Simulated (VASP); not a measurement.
Input of a VASP 6.6.1 run:

The input POSCAR:

```
NiAg2F4
1.0
    0.0008440000      3.6998690000     -0.0054160000
    3.6973360000      0.0008440000      0.0050130000
    1.8409160000      1.8591890000     -6.0366260000
Ag Ni F
2 1 4
Direct
    0.3936170000      0.3463040000      0.3103820000
    0.6518850000      0.6027760000      0.7312940000
    0.9824390000      0.9959820000      0.0120360000
    0.5076590000      0.9828910000      0.9914210000
    0.9953560000      0.5660970000      0.9821480000
    0.1474440000      0.1008910000      0.6913500000
    0.8527710000      0.7810900000      0.3081320000
```

File INCAR.step1:

```
SYSTEM = NiAg2F4
PREC = Accurate ; ENCUT = 520
EDIFF = 1E-7 ; ISMEAR = -1
SIGMA = 0.1 ; LREAL = .False.
LASPH = .True. ; NELM = 150
ALGO = Fast ; ISIF = 2
LWAVE = .False. ; LCHARG = .True.
ISPIN = 2 ; MAGMOM = 0 0.01 1.69 0.08 0.08 0.05 0.05
LMAXMIX = 4 ; LDAU = .True.
LDAUTYPE = 2 ; LDAUL = -1 2 -1
LDAUU = 0 2.69 0 ; LDAUJ = 0 0 0
LDAUPRINT = 1 ; GGA = PE
NBANDS = 43
```

Contents of KPOINTS.step1:

```
Automatic mesh
0
Gamma
  5 5 3
  0 0.5 0.5
```

Contents of INCAR.step2:

```
SYSTEM = NiAg2F4
PREC = Accurate ; ENCUT = 520
EDIFF = 1E-7 ; ISMEAR = -5
SIGMA = 0.1 ; LREAL = .False.
LASPH = .True. ; NELM = 150
ALGO = Fast ; ISIF = 2
LWAVE = .False. ; LCHARG = .False.
ISPIN = 2 ; MAGMOM = 0 0.01 1.69 0.08 0.08 0.05 0.05
LORBIT = 10 ; LMAXMIX = 4
LDAU = .True. ; LDAUTYPE = 2
LDAUL = -1 2 -1 ; LDAUU = 0 2.69 0
LDAUJ = 0 0 0 ; LDAUPRINT = 1
GGA = PE ; NBANDS = 43
NEDOS = 2001 ; ICHARG = 11
```

KPOINTS.step2

```
Automatic mesh
0
Gamma
  8 8 5
  0 0 0
```

Potentials or basis: VASP PAW PBE potentials, release 64 (Ag, Ni, F).

Launch:

```sh
$ cat potpaw_PBE.64/Ag/POTCAR potpaw_PBE.64/Ni/POTCAR potpaw_PBE.64/F/POTCAR > POTCAR
$ cp INCAR.step1 INCAR
$ cp KPOINTS.step1 KPOINTS
$ mpirun -np 1 vasp_std > vasp.out
$ cp INCAR.step2 INCAR
$ cp KPOINTS.step2 KPOINTS
$ mpirun -np 1 vasp_std > vasp.out
```

Q: Estimate the net moment.

A: 1.99 μB per cell.

Q: What does it give for the site moments?

A: Ag +0.01; Ni +1.73; F +0.07, +0.08, +0.04, +0.05 μB.

Eigenvalues of the final occupation matrices:
```
    site  spin  trace               eigenvalues
site 3 d     1   5.11  0.99 0.99 0.99 1.06 1.08
site 3 d     2   3.41  0.21 0.25 0.98 0.98 0.99
```

Caveat: a cell with one magnetic atom can't hold antiferromagnetic order, which such compounds often take. The state reached can hang on the start; a lower one may exist.
